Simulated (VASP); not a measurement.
# SiC (Moissanite): what each functional gives, and what it costs, part 2 of 4

Aim: compute the gap of SiC (Moissanite) from the cheapest level upwards and hold each value against experiment. The start is a cell from a database of measured crystal structures.

VASP 6.6.1, plane waves and PAW; the level of theory is named at each step.

So far, least gap on mesh and path (eV): step 2 (bands, level LDA) 1.95.

## (3) Bands with PBE

This step: PBE; plane waves and PAW (Si, C) (VASP 6.6.1).

PBE, the usual starting point, adds the gradient of the density.

INCAR reads:

```
SYSTEM = SiC
PREC = Accurate
ENCUT = 520
EDIFF = 1E-06
NELM = 100
ISMEAR = 0
SIGMA = 0.02
LREAL = .FALSE.
ALGO = Normal
GGA = PE
NBANDS = 52
LORBIT = 11
LWAVE = .FALSE.
LCHARG = .FALSE.
KPAR = 2
NCORE = 4
```

POSCAR reads:

```
SiC
1.0
    3.0810000000      0.0000000000      0.0000000000
   -1.5405000000      2.6682242691      0.0000000000
    0.0000000000      0.0000000000     15.1248000000
Si C
6 6
Direct
    0.0000000000      0.0000000000      0.0000000000
    0.0000000000      0.0000000000      0.5000000000
    0.3333333333      0.6666666667      0.1664000000
    0.6666666667      0.3333333333      0.6664000000
    0.6666666667      0.3333333333      0.3329000000
    0.3333333333      0.6666666667      0.8329000000
    0.3333333333      0.6666666667      0.0412000000
    0.6666666667      0.3333333333      0.5412000000
    0.6666666667      0.3333333333      0.2080000000
    0.3333333333      0.6666666667      0.7080000000
    0.0000000000      0.0000000000      0.3746000000
    0.0000000000      0.0000000000      0.8746000000
```

KPOINTS reads:

```
Automatic mesh
0
Gamma
5 5 1
0 0 0
```

KPOINTS_OPT reads:

```
Line mode
12
Line-mode
Reciprocal
  0.00000000   0.00000000   0.00000000 GAMMA
  0.50000000   0.00000000   0.00000000 M

  0.50000000   0.00000000   0.00000000 M
  0.33333333   0.33333333   0.00000000 K

  0.33333333   0.33333333   0.00000000 K
  0.00000000   0.00000000   0.00000000 GAMMA

  0.00000000   0.00000000   0.00000000 GAMMA
  0.00000000   0.00000000   0.50000000 A

  0.00000000   0.00000000   0.50000000 A
  0.50000000   0.00000000   0.50000000 L

  0.50000000   0.00000000   0.50000000 L
  0.33333333   0.33333333   0.50000000 H

  0.33333333   0.33333333   0.50000000 H
  0.00000000   0.00000000   0.50000000 A

  0.50000000   0.00000000   0.50000000 L
  0.50000000   0.00000000   0.00000000 M

  0.33333333   0.33333333   0.00000000 K
  0.33333333   0.33333333   0.50000000 H
```

The projector-augmented-wave data sets are Si and C (PBE family, release 64).

On the command line:

```
> mpirun -np 8 vasp_std
```

Output:

```text
[banner, memory and clock lines left out]
running    8 mpi-ranks, on    1 nodes
 distrk:  each k-point on    4 cores,    2 groups
 distr:  one band on    4 cores,    1 groups

 POSCAR found type information on POSCAR SiC
 POSCAR found :  2 types and      12 ions
 LDA part: xc-table for (Slater+PW92), standard interpolation
 POSCAR, INCAR and KPOINTS ok, starting setup
 FFT: planning ... GRIDC
 FFT: planning ... GRID_SOFT
 FFT: planning ... GRID
 WAVECAR not read
 entering main loop
       N       E                     dE             d eps       ncg     rms          rms(c)
DAV:   1     0.924185756917E+02    0.92419E+02   -0.20868E+04   520   0.829E+02
DAV:   2    -0.914834405357E+02   -0.18390E+03   -0.17079E+03   640   0.167E+02
DAV:   3    -0.101331827549E+03   -0.98484E+01   -0.97393E+01   648   0.330E+01
DAV:   4    -0.101419622023E+03   -0.87794E-01   -0.87695E-01   648   0.370E+00
DAV:   5    -0.101420401974E+03   -0.77995E-03   -0.77980E-03   612   0.343E-01    0.216E+01
DAV:   6    -0.904735853162E+02    0.10947E+02   -0.15976E+01   612   0.145E+01    0.985E+00
DAV:   7    -0.903014142962E+02    0.17217E+00   -0.36497E+00   636   0.619E+00    0.421E+00
DAV:   8    -0.902485335450E+02    0.52881E-01   -0.14278E-01   616   0.131E+00    0.151E+00
DAV:   9    -0.902421443090E+02    0.63892E-02   -0.26126E-02   596   0.645E-01    0.192E-01
DAV:  10    -0.902430287053E+02   -0.88440E-03   -0.27590E-03   632   0.166E-01    0.982E-02
DAV:  11    -0.902432285328E+02   -0.19983E-03   -0.28069E-04   576   0.677E-02    0.310E-02
DAV:  12    -0.902432279065E+02    0.62636E-06   -0.19326E-05   600   0.156E-02    0.144E-02
DAV:  13    -0.902432298544E+02   -0.19479E-05   -0.31506E-06   612   0.649E-03    0.405E-03
DAV:  14    -0.902432299258E+02   -0.71484E-07   -0.52765E-07   316   0.247E-03
   1 F= -.90243230E+02 E0= -.90243230E+02  d E =-.599152E-28
 Start KPOINTS_OPT (optional k-point list driver)
k-point batch [1-5\108]
       N       E                     dE             ncg
DAV:   1     0.175748120876E+04    0.10024E+04      520
DAV:   2     0.788378541943E+03   -0.96910E+03      668
DAV:   3     0.735310936155E+03   -0.53068E+02      648
DAV:   4     0.734831743006E+03   -0.47919E+00      624
DAV:   5     0.734826961635E+03   -0.47814E-02      616
DAV:   6     0.734826892765E+03   -0.68870E-04      648
DAV:   7     0.734826891629E+03   -0.11355E-05      560
DAV:   8     0.734826891590E+03   -0.39042E-07      512
[...]
k-point batch [106-108\108]
       N       E                     dE             ncg
DAV:   1     0.491360043907E+04   -0.55879E+04      312
DAV:   2     0.443926425297E+04   -0.47434E+03      368
DAV:   3     0.441797427078E+04   -0.21290E+02      432
DAV:   4     0.441779741849E+04   -0.17685E+00      396
DAV:   5     0.441779595735E+04   -0.14611E-02      440
DAV:   6     0.441779594086E+04   -0.16482E-04      388
DAV:   7     0.441779594069E+04   -0.17861E-06      360
```

Elapsed: 42 s, on 8 MPI ranks of AMD EPYC 9R45, shared host; peak memory 1.3 GiB.

OUTCAR, selected parts (step 3):

```text
 Found      5 irreducible k-points:

   NELECT =      48.0000    total number of electrons

 E-fermi :   8.3023

 k-point     1 :       0.0000    0.0000    0.0000
  band No.  band energies     occupation
    ...
     20       7.8619      2.00000
     21       7.8619      2.00000
     22       8.1136      2.00000
     23       8.1500      2.00000
     24       8.1500      2.00000
     25      13.3129      0.00000
     26      13.4838      0.00000
     27      13.8868      0.00000
     28      14.3976      0.00000
     29      14.4333      0.00000
    ...

 k-point     2 :       0.2000    0.0000    0.0000
  band No.  band energies     occupation
    ...
     20       6.6153      2.00000
     21       7.2106      2.00000
     22       7.2937      2.00000
     23       7.6768      2.00000
     24       7.7998      2.00000
     25      12.4214      0.00000
     26      12.7533      0.00000
     27      12.9958      0.00000
     28      13.6651      0.00000
     29      14.2681      0.00000
    ...

  Total        2.4371807      2.4371807      1.8153367      0.0000000      0.0000000     -0.0000000
  in kB       31.4046993     31.4046993     23.3918245      0.0000000      0.0000000     -0.0000000
  external PRESSURE =      28.7337411 kB  Pullay stress =       0.0000000 kB

 POSITION                                       TOTAL-FORCE (eV/Angst)
 -----------------------------------------------------------------------------------
      0.00000      0.00000      0.00000         0.000000     -0.000000     -0.144241
      0.00000      0.00000      7.56240        -0.000000      0.000000     -0.144241
     -0.00000      1.77882      2.51677         0.000000     -0.000000      0.007263
      1.54050      0.88941     10.07917         0.000000     -0.000000      0.007263
      1.54050      0.88941      5.03505         0.000000     -0.000000      0.108402
     -0.00000      1.77882     12.59745        -0.000000     -0.000000      0.108402
     -0.00000      1.77882      0.62314         0.000000     -0.000000      0.166897
      1.54050      0.88941      8.18554        -0.000000      0.000000      0.166897
      1.54050      0.88941      3.14596         0.000000      0.000000     -0.048179
     -0.00000      1.77882     10.70836        -0.000000     -0.000000     -0.048179
      0.00000      0.00000      5.66575        -0.000000     -0.000000     -0.090142
      0.00000      0.00000     13.22815        -0.000000      0.000000     -0.090142
 -----------------------------------------------------------------------------------
    total drift:                               -0.000000     -0.000000      0.000130

  FREE ENERGIE OF THE ION-ELECTRON SYSTEM (eV)
  ---------------------------------------------------
  free  energy   TOTEN  =       -90.2432299258 eV

  energy  without entropy=      -90.2432299258  energy(sigma->0) =      -90.24322993

 total charge
# of ion       s       p       d       tot
------------------------------------------
    1        0.706   0.972   0.000   1.679
    2        0.706   0.972   0.000   1.679
    3        0.706   0.971   0.000   1.677
    4        0.706   0.971   0.000   1.677
    5        0.706   0.968   0.000   1.675
    6        0.706   0.968   0.000   1.675
    7        0.836   1.712   0.000   2.548
    8        0.836   1.712   0.000   2.548
    9        0.836   1.711   0.000   2.546
   10        0.836   1.711   0.000   2.546
   11        0.836   1.709   0.000   2.545
   12        0.836   1.709   0.000   2.545
--------------------------------------------------
tot          9.253  16.087   0.000  25.339

[... 9 parts as in an earlier step ...]

[... 4 further parts left out ...]
```

At this level the cell is under a pressure of 2.9 GPa, so at these settings it is away from equilibrium.

This step gave:

| Item | Value |
| --- | --- |
| free energy (TOTEN) | -90.2432 eV |
| Fermi energy | 8.302 eV |
| pressure | 2.873 GPa |
| least gap on mesh and path | 2.001 eV |
| least direct gap on mesh and path | 3.111 eV |

The electronic bands at the labelled points (eV, zero at the valence-band top; v1 is the highest filled band, c1 the lowest empty one):

```tsv
point	v4	v3	v2	v1	c1	c2	c3	c4
Γ	-0.29	-0.04	0.00	0.00	5.16	5.33	5.74	6.25
0.55 of the way	-1.28	-1.20	-0.81	-0.62	3.40	3.58	4.18	4.79
M	-1.84	-1.76	-1.66	-1.10	2.01	2.20	3.21	3.88
0.55 of the way	-2.51	-2.23	-2.08	-1.77	2.91	3.58	4.47	4.98
K	-3.14	-2.21	-2.07	-2.07	3.48	3.48	3.73	5.03
0.45 of the way	-2.01	-1.82	-1.33	-0.87	4.63	4.65	4.79	5.00
Γ	-0.29	-0.04	0.00	0.00	5.16	5.33	5.74	6.25
0.45 of the way	-0.21	-0.20	-0.02	-0.02	5.18	5.30	5.80	6.16
A	-0.09	-0.09	-0.09	-0.09	5.23	5.23	5.97	5.97
0.45 of the way	-0.90	-0.90	-0.62	-0.62	4.04	4.04	4.93	4.93
L	-1.72	-1.72	-1.31	-1.31	2.05	2.05	3.43	3.43
0.55 of the way	-2.70	-2.70	-1.72	-1.72	3.30	3.30	4.43	4.43
H	-2.63	-2.63	-2.26	-2.26	3.67	3.67	4.31	4.31
0.55 of the way	-1.68	-1.68	-0.74	-0.74	4.90	4.90	5.26	5.26
A	-0.09	-0.09	-0.09	-0.09	5.23	5.23	5.97	5.97
jump to L	-1.72	-1.72	-1.31	-1.31	2.05	2.05	3.43	3.43
0.55 of the way	-2.03	-1.64	-1.55	-1.15	2.00	2.16	3.27	3.69
M	-1.84	-1.76	-1.66	-1.10	2.01	2.20	3.21	3.88
jump to K	-3.14	-2.21	-2.07	-2.07	3.48	3.48	3.73	5.03
0.45 of the way	-3.00	-2.31	-2.15	-2.15	3.55	3.55	3.87	4.83
H	-2.63	-2.63	-2.26	-2.26	3.67	3.67	4.31	4.31
```

The largest weight of each band there:

```tsv
point	v4	v3	v2	v1	c1	c2	c3	c4
Γ	C 0.84	C 0.89	C 0.90	C 0.90	Si 0.59	Si 0.60	Si 0.59	Si 0.59
M	C 0.67	C 0.67	C 0.68	C 0.72	C 0.59	Si 0.57	Si 0.73	C 0.56
K	C 0.58	C 0.64	C 0.64	C 0.64	Si 0.56	Si 0.56	Si 0.58	C 0.80
Γ	C 0.84	C 0.89	C 0.90	C 0.90	Si 0.59	Si 0.60	Si 0.59	Si 0.59
A	C 0.88	C 0.88	C 0.88	C 0.88	Si 0.59	Si 0.59	Si 0.60	Si 0.60
L	C 0.68	C 0.68	C 0.71	C 0.71	Si 0.51	Si 0.51	Si 0.64	Si 0.64
```

Force by atom:

```tsv
atom	x (eV/Å)	y (eV/Å)	z (eV/Å)	size
Si1	0.000	0.000	-0.144	0.144
Si2	0.000	0.000	-0.144	0.144
Si3	0.000	0.000	0.007	0.007
Si4	0.000	0.000	0.007	0.007
Si5	0.000	0.000	0.108	0.108
Si6	0.000	0.000	0.108	0.108
C7	0.000	0.000	0.167	0.167
C8	0.000	0.000	0.167	0.167
C9	0.000	0.000	-0.048	0.048
C10	0.000	0.000	-0.048	0.048
C11	0.000	0.000	-0.090	0.090
C12	0.000	0.000	-0.090	0.090
```

The gap is 2.00 eV, indirect, from Γ to a point between the labelled ones. Against LDA that is +0.05 eV; the cost is about the same. The gap lies -1.03 eV from the measured 3.03 eV.

## (4) Bands with r2SCAN

This step: r2SCAN; plane waves and PAW (Si, C) (VASP 6.6.1).

r2SCAN adds the kinetic-energy density, costs more than a GGA and is run with LASPH.

Edit INCAR of step 3 so:

```diff
@@ -9,3 +9,4 @@
 ALGO = Normal
-GGA = PE
+METAGGA = R2SCAN
+LASPH = .TRUE.
 NBANDS = 52
```

POSCAR is that of step 3.

KPOINTS is that of step 3.

KPOINTS_OPT is that of step 3.

On the command line:

```
> mpirun -np 8 vasp_std
```

Output:

```text
[banner, memory and clock lines left out]
running    8 mpi-ranks, on    1 nodes
[...]
[... a notice as in an earlier step ...]

 LDA part: xc-table for (None), standard interpolation
 POSCAR, INCAR and KPOINTS ok, starting setup
[...]
entering main loop
       N       E                     dE             d eps       ncg     rms          rms(c)
DAV:   1     0.651355828119E+02    0.65136E+02   -0.21540E+04   520   0.856E+02
DAV:   2    -0.123853122646E+03   -0.18899E+03   -0.17551E+03   640   0.173E+02
DAV:   3    -0.133798672900E+03   -0.99456E+01   -0.98361E+01   656   0.336E+01
DAV:   4    -0.133884268855E+03   -0.85596E-01   -0.85505E-01   640   0.370E+00
[...]
DAV:  11    -0.115855508230E+03   -0.12655E-03   -0.16257E-04   588   0.675E-02    0.392E-02
DAV:  12    -0.115855502284E+03    0.59458E-05   -0.17259E-05   656   0.148E-02    0.981E-03
DAV:  13    -0.115855502002E+03    0.28223E-06   -0.70045E-07   384   0.330E-03
   1 F= -.11585550E+03 E0= -.11585550E+03  d E =-.176805E-40
 Start KPOINTS_OPT (optional k-point list driver)
k-point batch [1-5\108]
       N       E                     dE             ncg
DAV:   1     0.172101964732E+04    0.96589E+03      520
DAV:   3     0.645625971104E+03   -0.54375E+02      640
DAV:   4     0.645159679954E+03   -0.46629E+00      616
DAV:   5     0.645155342876E+03   -0.43371E-02      612
DAV:   6     0.645155284335E+03   -0.58540E-04      648
DAV:   7     0.645155283444E+03   -0.89167E-06      544
[...]
k-point batch [106-108\108]
       N       E                     dE             ncg
DAV:   1     0.487542865655E+04   -0.56261E+04      312
DAV:   2     0.437779870996E+04   -0.49763E+03      368
DAV:   3     0.435594354582E+04   -0.21855E+02      432
DAV:   4     0.435576867338E+04   -0.17487E+00      396
DAV:   5     0.435576727219E+04   -0.14012E-02      440
DAV:   6     0.435576725665E+04   -0.15540E-04      372
DAV:   7     0.435576725649E+04   -0.16612E-06      360
```

Wall time 1.8 min (8 MPI ranks); peak memory 1.4 GiB.

From OUTCAR (step 4):

```text
  Total       -0.4271561     -0.4271561     -0.9618568      0.0000000     -0.0000000     -0.0000000
  in kB       -5.5041909     -5.5041909    -12.3941670      0.0000000     -0.0000000     -0.0000000
  external PRESSURE =      -7.8008496 kB  Pullay stress =       0.0000000 kB

 POSITION                                       TOTAL-FORCE (eV/Angst)
 -----------------------------------------------------------------------------------
      0.00000      0.00000      0.00000        -0.000000      0.000000     -0.152022
      0.00000      0.00000      7.56240         0.000000      0.000000     -0.152022
     -0.00000      1.77882      2.51677        -0.000000     -0.000000      0.009140
      1.54050      0.88941     10.07917         0.000000      0.000000      0.009140
      1.54050      0.88941      5.03505         0.000000      0.000000      0.112831
     -0.00000      1.77882     12.59745        -0.000000     -0.000000      0.112831
     -0.00000      1.77882      0.62314         0.000000      0.000000      0.181284
      1.54050      0.88941      8.18554        -0.000000      0.000000      0.181284
      1.54050      0.88941      3.14596         0.000000      0.000000     -0.051601
     -0.00000      1.77882     10.70836        -0.000000      0.000000     -0.051601
      0.00000      0.00000      5.66575         0.000000     -0.000000     -0.099632
      0.00000      0.00000     13.22815        -0.000000      0.000000     -0.099632
 -----------------------------------------------------------------------------------
    total drift:                                0.000000      0.000000     -0.000523

  FREE ENERGIE OF THE ION-ELECTRON SYSTEM (eV)
  ---------------------------------------------------
  free  energy   TOTEN  =      -115.8555020022 eV

  energy  without entropy=     -115.8555020022  energy(sigma->0) =     -115.85550200

[... 2 parts as in an earlier step ...]

[... 1 further part left out ...]
[key lines of the parts left out:]
E-fermi :   8.2111
```

The PAW data sets were made with PBE, which is usual practice but a small mismatch for other functionals.

The electronic bands at the labelled points (eV, zero at the valence-band top; v1 is the highest filled band, c1 the lowest empty one):

```tsv
point	v4	v3	v2	v1	c1	c2	c3	c4
Γ	-0.30	-0.03	0.00	0.00	5.73	5.91	6.31	6.83
0.55 of the way	-1.33	-1.25	-0.84	-0.65	3.86	4.04	4.67	5.30
M	-1.92	-1.85	-1.71	-1.16	2.38	2.60	3.67	4.34
0.55 of the way	-2.62	-2.31	-2.16	-1.85	3.32	4.02	4.94	5.50
K	-3.24	-2.31	-2.17	-2.17	3.93	3.93	4.20	5.55
0.45 of the way	-2.09	-1.90	-1.38	-0.91	5.14	5.14	5.29	5.52
Γ	-0.30	-0.03	0.00	0.00	5.73	5.91	6.31	6.83
0.45 of the way	-0.22	-0.20	-0.02	-0.02	5.74	5.87	6.37	6.74
A	-0.10	-0.10	-0.10	-0.10	5.80	5.80	6.55	6.55
0.45 of the way	-0.94	-0.94	-0.65	-0.65	4.52	4.52	5.45	5.45
L	-1.79	-1.79	-1.37	-1.37	2.44	2.44	3.89	3.89
0.55 of the way	-2.80	-2.80	-1.80	-1.80	3.73	3.73	4.91	4.91
H	-2.73	-2.73	-2.35	-2.35	4.11	4.11	4.79	4.79
0.55 of the way	-1.74	-1.74	-0.78	-0.78	5.41	5.41	5.78	5.78
A	-0.10	-0.10	-0.10	-0.10	5.80	5.80	6.55	6.55
jump to L	-1.79	-1.79	-1.37	-1.37	2.44	2.44	3.89	3.89
0.55 of the way	-2.11	-1.70	-1.63	-1.21	2.38	2.55	3.73	4.15
M	-1.92	-1.85	-1.71	-1.16	2.38	2.60	3.67	4.34
jump to K	-3.24	-2.31	-2.17	-2.17	3.93	3.93	4.20	5.55
0.45 of the way	-3.10	-2.40	-2.24	-2.24	4.00	4.00	4.34	5.34
H	-2.73	-2.73	-2.35	-2.35	4.11	4.11	4.79	4.79
```

The largest weight of each band there:

```tsv
point	v4	v3	v2	v1	c1	c2	c3	c4
Γ	C 0.83	C 0.89	C 0.89	C 0.89	Si 0.60	Si 0.61	Si 0.59	Si 0.60
M	C 0.66	C 0.67	C 0.68	C 0.72	C 0.56	Si 0.59	Si 0.74	C 0.55
K	C 0.58	C 0.63	C 0.64	C 0.64	Si 0.58	Si 0.58	Si 0.59	C 0.78
Γ	C 0.83	C 0.89	C 0.89	C 0.89	Si 0.60	Si 0.61	Si 0.59	Si 0.60
A	C 0.87	C 0.87	C 0.87	C 0.87	Si 0.60	Si 0.60	Si 0.61	Si 0.61
L	C 0.68	C 0.68	C 0.70	C 0.70	Si 0.53	Si 0.53	Si 0.66	Si 0.66
```

The gap is 2.38 eV, indirect, from Γ to a point between the labelled ones. Against LDA that is +0.43 eV; this run took 2.7 times the core time. The gap lies -0.65 eV from the measured 3.03 eV.

(Part 2 of 4 ends here.)

[Lines on the potential files, build, host, timing and source positions are cut from VASP's logs without a mark.]

[Logs are printed without paths, hosts, clocks, repeated set-up lines and the standing remarks that a program may print on its own settings, such as how far it seeks lower states.]

[Hosts, paths, dates, database ids (printed as entryN), source tags and the programs' standing remarks are cut or masked in the printed files.]

[Measured values are set beside computed ones only where the two were judged alike; some that the calculation misses by far are left out.]

[In band tables of VASP the shares of atoms and orbitals are scaled to a sum of 1 inside the atoms' spheres.]
